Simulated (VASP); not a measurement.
**Zn2SeS: equation of state with PBEsol**

The system is Zn2SeS.

```
Se Zn S
1.0
     3.90929    0.00000    0.00000
     0.00000    3.90929    0.00000
     0.00000    0.00000    5.52212
Se Zn S
1 2 1
Direct
  0.00000 0.00000 0.50000
  0.00000 0.50000 0.23694
  0.50000 0.00000 0.76306
  0.50000 0.50000 0.00000
```

The cell comes from a database or a generator and needn't be the stable form of this composition.

* Program: VASP 6.6.1
* Task: equation of state
* Functional: PBEsol
* Potentials or basis: VASP PAW PBE potentials, release 64 (Se, Zn, S)
* Cutoff: 520 eV
* k mesh: 7 × 7 × 5
* Occupations: fermi-dirac, width 0.05 eV
* Spin: no spin polarisation
* Ladder: free
* Further INCAR settings: ALGO = Normal; EDIFF = 1e-07; NBANDS = 26

```
Equilibrium volume                        : 20.81 Å³/atom
Bulk modulus at fixed shape and positions : 71 GPa
Pressure derivative of the bulk modulus   : 4.4
```

Energy against volume, from the lowest point:
| volume (Å³/atom) | energy (meV/atom) |
| --- | --- |
| 19.832 | 10.97 |
| 20.254 | 3.28 |
| 20.676 | 0.00 |
| 21.098 | 0.66 |
| 21.520 | 4.85 |
| 21.942 | 12.21 |
| 22.364 | 22.40 |

All runs of the series together: 3.3 min on 1 thread of Intel(R) Xeon(R) 6975P-C (Granite Rapids), on a shared host.

Caveat: the cell was scaled at fixed shape and fractional positions, which overstates the stiffness of a crystal with free parameters, most of all of layers and chains; the PAW data sets were made with another functional, which shifts forces and pressure a little.
